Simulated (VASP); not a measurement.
Output of a VASP run:

### OUTCAR
```
 ion  position               nearest neighbor table
   1  0.000  0.000  0.317-   7 2.77   7 2.77   8 2.77   8 2.77   3 3.91   2 3.91   2 3.91   2 3.91
                             2 3.91
   2  0.500  0.500  0.390-   8 2.77   8 2.77  10 2.77  10 2.77   7 2.77   7 2.77   4 3.91   1 3.91
                             1 3.91   1 3.91   1 3.91   3 3.91   3 3.91   3 3.91   3 3.91
   3  0.000  0.000  0.463-   7 2.77   9 2.77   7 2.77   9 2.77  10 2.77  10 2.77   1 3.91   5 3.91
                             4 3.91   2 3.91   2 3.91   4 3.91   4 3.91   2 3.91   2 3.91   4 3.91
   4  0.500  0.500  0.537-  10 2.77  12 2.77  10 2.77  12 2.77   9 2.77   9 2.77   6 3.91   2 3.91
                             5 3.91   3 3.91   3 3.91   5 3.91   5 3.91   3 3.91   3 3.91   5 3.91
   5  0.000  0.000  0.610-  11 2.77  11 2.77   9 2.77   9 2.77  12 2.77  12 2.77   3 3.91   6 3.91
                             6 3.91   6 3.91   6 3.91   4 3.91   4 3.91   4 3.91   4 3.91
   6  0.500  0.500  0.683-  12 2.77  12 2.77  11 2.77  11 2.77   4 3.91   5 3.91   5 3.91   5 3.91
                             5 3.91
   7  0.500  0.000  0.390-   1 2.77   1 2.77   3 2.77   3 2.77   2 2.77   2 2.77
   8  0.000  0.500  0.317-   2 2.77   2 2.77   1 2.77   1 2.77
   9  0.500  0.000  0.537-   3 2.77   5 2.77   3 2.77   5 2.77   4 2.77   4 2.77
  10  0.000  0.500  0.463-   2 2.77   4 2.77   2 2.77   4 2.77   3 2.77   3 2.77
  11  0.500  0.000  0.683-   5 2.77   5 2.77   6 2.77   6 2.77
  12  0.000  0.500  0.610-   6 2.77   6 2.77   4 2.77   4 2.77   5 2.77   5 2.77
  LATTYP: Found a simple orthorhombic cell.
 ALAT       =     3.9128627557
 B/A-ratio  =     1.4142134063
 C/A-ratio  =     6.8290974153
 Subroutine PRICEL returns:
 Original cell was already a primitive cell.
 Subroutine GETGRP returns: Found  8 space group operations
The static configuration has the point symmetry C_2v.
 The point group associated with its full space group is D_2h.
The dynamic configuration has the point symmetry C_2v.
 Subroutine INISYM returns: Found  8 space group operations
 Subroutine IBZKPT returns following result:
 Found      9 irreducible k-points:

 Following reciprocal coordinates:
            Coordinates               Weight
  0.000000  0.000000  0.000000      1.000000
  0.200000  0.000000  0.000000      2.000000
  0.400000  0.000000  0.000000      2.000000
  0.000000  0.250000  0.000000      2.000000
  0.200000  0.250000  0.000000      4.000000
  0.400000  0.250000  0.000000      4.000000
  0.000000  0.500000  0.000000      1.000000
  0.200000  0.500000  0.000000      2.000000
  0.400000  0.500000  0.000000      2.000000
   k-points           NKPTS =      9   k-points in BZ     NKDIM =      9   number of bands    NBANDS=     57
   number of dos      NEDOS =    301   number of ions     NIONS =     12
   total plane-waves  NPLWV =  84000
   dimension x,y,z NGX =    20 NGY =   30 NGZ =  140
   dimension x,y,z NGXF=    40 NGYF=   60 NGZF=  280
   ions per type =               6   6
   PREC   = normal    normal or accurate (medium, high low for compatibility)
   ISTART =      0    job   : 0-new  1-cont  2-samecut
   ICHARG =      2    charge: 1-file 2-atom 10-const
   ISPIN  =      1    spin polarized calculation?
   LNONCOLLINEAR =      F non collinear calculations
   LSORBIT =      F    spin-orbit coupling
   INIWAV =      1    electr: 0-lowe 1-rand  2-diag
   ENCUT  =  450.0 eV  33.07 Ry    5.75 a.u.   6.77  9.57 46.22*2*pi/ulx,y,z
   NELM   =    100;   NELMIN=  4; NELMDL= -5     # of ELM steps
   EDIFF  = 0.1E-04   stopping-criterion for ELM
   LREAL  =      F    real-space projection
   NLSPLINE    = F    spline interpolate recip. space projectors
   LMAXMIX     =    4 max onsite mixed and CHGCAR
   VOSKOWN=      0    Vosko Wilk Nusair interpolation
   EDIFFG = -.3E-01   stopping-criterion for IOM
   NSW    =     50    number of steps for IOM
   NBLOCK =      1;   KBLOCK =     50    inner block; outer block
   IBRION =      2    ionic relax: 0-MD 1-quasi-New 2-CG
   NFREE  =      1    steps in history (QN), initial steepest desc. (CG)
   ISIF   =      2    stress and relaxation
   ISYM   =      2    0-nonsym 1-usesym 2-fastsym
   TEIN   =    0.0    initial temperature
   TEBEG  =    0.0;   TEEND  =   0.0 temperature during run
   SMASS  =  -3.00    Nose mass-parameter (am)
   PSTRESS=    0.0 pullay stress
   NELECT =      96.0000    total number of electrons
   EFERMI =   0.00;   METHOD = LEGACY
   ISMEAR =     0;   SIGMA  =   0.05  broadening in eV -4-tet -1-fermi 0-gaus
   IALGO  =     38    algorithm
   LDIAG  =      T    sub-space diagonalisation (order eigenvalues)
...
```

**OSZICAR**
```
...
DAV:   7    -0.723918958168E+02    0.20592E-04   -0.51637E-05  1108   0.356E-02    0.126E-02
DAV:   8    -0.723918999024E+02   -0.40857E-05   -0.37343E-05  1028   0.263E-02
   8 F= -.72391900E+02 E0= -.72391900E+02  d E =-.284335E-01
       N       E                     dE             d eps       ncg     rms          rms(c)
DAV:   1    -0.723887386298E+02    0.31572E-02   -0.22614E+00  1026   0.614E+00    0.237E-01
DAV:   2    -0.723931745085E+02   -0.44359E-02   -0.50823E-02  1249   0.826E-01    0.109E-01
DAV:   3    -0.723930676209E+02    0.10689E-03   -0.17718E-03  1610   0.131E-01    0.615E-02
DAV:   4    -0.723929338125E+02    0.13381E-03   -0.26303E-04  1227   0.820E-02    0.246E-02
DAV:   5    -0.723929274943E+02    0.63182E-05   -0.16635E-04  1315   0.537E-02    0.129E-02
DAV:   6    -0.723929284830E+02   -0.98865E-06   -0.13518E-05   792   0.148E-02
   9 F= -.72392928E+02 E0= -.72392928E+02  d E =-.294620E-01
       N       E                     dE             d eps       ncg     rms          rms(c)
DAV:   1    -0.723764418717E+02    0.16486E-01   -0.12966E+01  1074   0.139E+01    0.799E-01
DAV:   2    -0.724029805041E+02   -0.26539E-01   -0.30882E-01  1246   0.193E+00    0.383E-01
DAV:   3    -0.724007307606E+02    0.22497E-02   -0.16023E-02  1459   0.502E-01    0.195E-01
DAV:   4    -0.723999657732E+02    0.76499E-03   -0.30835E-03  1242   0.266E-01    0.791E-02
DAV:   5    -0.723999284320E+02    0.37341E-04   -0.10537E-03  1315   0.137E-01    0.347E-02
DAV:   6    -0.723999326076E+02   -0.41755E-05   -0.17197E-04  1267   0.492E-02    0.231E-02
DAV:   7    -0.723999325568E+02    0.50723E-07   -0.20925E-05   792   0.218E-02
  10 F= -.72399933E+02 E0= -.72399933E+02  d E =-.700407E-02
       N       E                     dE             d eps       ncg     rms          rms(c)
DAV:   1    -0.723994757012E+02    0.45691E-03   -0.81639E-01  1076   0.348E+00    0.197E-01
DAV:   2    -0.724010182306E+02   -0.15425E-02   -0.17943E-02  1256   0.471E-01    0.851E-02
DAV:   3    -0.724009167116E+02    0.10152E-03   -0.81243E-04  1555   0.116E-01    0.463E-02
DAV:   4    -0.724008766494E+02    0.40062E-04   -0.17572E-04  1210   0.589E-02    0.189E-02
DAV:   5    -0.724008750902E+02    0.15592E-05   -0.54549E-05  1187   0.325E-02
  11 F= -.72400875E+02 E0= -.72400875E+02  d E =-.794661E-02
       N       E                     dE             d eps       ncg     rms          rms(c)
DAV:   1    -0.724008668729E+02    0.97765E-05   -0.28733E-03  1145   0.207E-01    0.947E-03
DAV:   2    -0.724008717887E+02   -0.49158E-05   -0.60885E-05  1110   0.279E-02    0.629E-03
DAV:   3    -0.724008712471E+02    0.54158E-06   -0.28564E-06   692   0.755E-03    0.351E-03
DAV:   4    -0.724008711120E+02    0.13507E-06   -0.19430E-06   668   0.637E-03
  12 F= -.72400871E+02 E0= -.72400871E+02  d E =-.794263E-02
       N       E                     dE             d eps       ncg     rms          rms(c)
DAV:   1    -0.724007832964E+02    0.87951E-04   -0.41547E-01  1122   0.259E+00    0.120E-01
DAV:   2    -0.724015453139E+02   -0.76202E-03   -0.88001E-03  1151   0.343E-01    0.482E-02
DAV:   3    -0.724014960141E+02    0.49300E-04   -0.34111E-04  1523   0.668E-02    0.263E-02
DAV:   4    -0.724014650449E+02    0.30969E-04   -0.75504E-05  1111   0.424E-02    0.101E-02
DAV:   5    -0.724014631523E+02    0.18925E-05   -0.28455E-05  1070   0.233E-02
  13 F= -.72401463E+02 E0= -.72401463E+02  d E =-.592040E-03
```

### OUTCAR
```
------------------------ aborting loop because EDIFF is reached ----------------------------------------
  FORCE on cell =-STRESS in cart. coord.  units (eV):
  Direction    XX          YY          ZZ          XY          YZ          ZX
  --------------------------------------------------------------------------------------
  Total        2.7346274     -8.7456655     -0.9929366      0.0000000      0.0000000      0.0000000
  in kB        7.5726283    -24.2181711     -2.7496029      0.0000000      0.0000000      0.0000000
  external PRESSURE =      -6.4650486 kB  Pullay stress =       0.0000000 kB
  volume of cell :      578.58
      direct lattice vectors                 reciprocal lattice vectors
     3.912862756  0.000000000  0.000000000     0.255567359  0.000000000  0.000000000
     0.000000000  5.533622966  0.000000000     0.000000000  0.180713432  0.000000000
     0.000000000  0.000000000 26.721320931     0.000000000  0.000000000  0.037423300
 POSITION                                       TOTAL-FORCE (eV/Angst)
 -----------------------------------------------------------------------------------
      0.00000      0.00000      8.48041         0.000000      0.000000     -0.015032
      1.95643      2.76681     10.36292         0.000000      0.000000     -0.003714
      0.00000      0.00000     12.37809         0.000000      0.000000      0.013421
      1.95643      2.76681     14.34323         0.000000      0.000000     -0.013421
      0.00000      0.00000     16.35840         0.000000      0.000000      0.003714
      1.95643      2.76681     18.24091         0.000000      0.000000      0.015032
      1.95643      0.00000     10.07683         0.000000      0.000000     -0.004417
      0.00000      2.76681      8.79182         0.000000      0.000000      0.013983
      1.95643      0.00000     14.08012         0.000000      0.000000      0.002574
      0.00000      2.76681     12.64120         0.000000      0.000000     -0.002574
      1.95643      0.00000     17.92951         0.000000      0.000000     -0.013983
      0.00000      2.76681     16.64449         0.000000      0.000000      0.004417
 -----------------------------------------------------------------------------------
    total drift:                                0.000000      0.000000      0.000000
  FREE ENERGIE OF THE ION-ELECTRON SYSTEM (eV)
  ---------------------------------------------------
  free  energy   TOTEN  =       -72.4014631523 eV

  energy  without entropy=      -72.4014631523  energy(sigma->0) =      -72.40146315

 reached required accuracy - stopping structural energy minimisation
```
(Selected blocks of OUTCAR.)

POSCAR:
```
BaO(110) slab
1
    3.9128627557     0.0000000000     0.0000000000
    0.0000000000     5.5336229663    -0.0000000000
   -0.0000000000    -0.0000000000    26.7213209314
Ba O
6 6
Direct
  0.0000000000   0.0000000000   0.3169600000
  0.5000000000   0.5000000000   0.3901760000
  0.0000000000   0.0000000000   0.4633920000
  0.5000000000   0.5000000000   0.5366080000
  0.0000000000   0.0000000000   0.6098240000
  0.5000000000   0.5000000000   0.6830400000
  0.5000000000   0.0000000000   0.3901760000
  0.0000000000   0.5000000000   0.3169600000
  0.5000000000   0.0000000000   0.5366080000
  0.0000000000   0.5000000000   0.4633920000
  0.5000000000   0.0000000000   0.6830400000
  0.0000000000   0.5000000000   0.6098240000
```

### Question
Reconstruct the remaining input files.

### Answer
Several could match; the one computed here: the input of the run itself, PBEsol GGA, plane waves, VASP's PBE PAW potentials (set 64).

### INCAR
```
SYSTEM  =  BaO(110) slab
PREC  =  Normal; ENCUT  =  450; LREAL  =  .FALSE.
LASPH  =  .TRUE.
EDIFF  =  1E-5; NELM  =  100; NELMIN  =  4
ALGO  =  Normal; LMAXMIX  =  4
ISMEAR  =  0; SIGMA  =  0.05
GGA  =  PS
IBRION  =  2; NSW  =  50; ISIF  =  2
EDIFFG  =  -0.03
LWAVE  =  .TRUE.; LCHARG  =  .FALSE.
DIPOL  =  0.5 0.5 0.5
LDIPOL  =  .TRUE.; IDIPOL  =  3
```

KPOINTS:
```
kpoints
0
gamma
  5 4 1
```

POTCAR, in this order: Ba_sv O (PBE.64 set). Program: vasp_std.

At this cut-off the stress carries a Pulay error, which pulls relaxed volumes low.

The cell is a thin slab with vacuum, built from BaO (rock salt): (110) face.
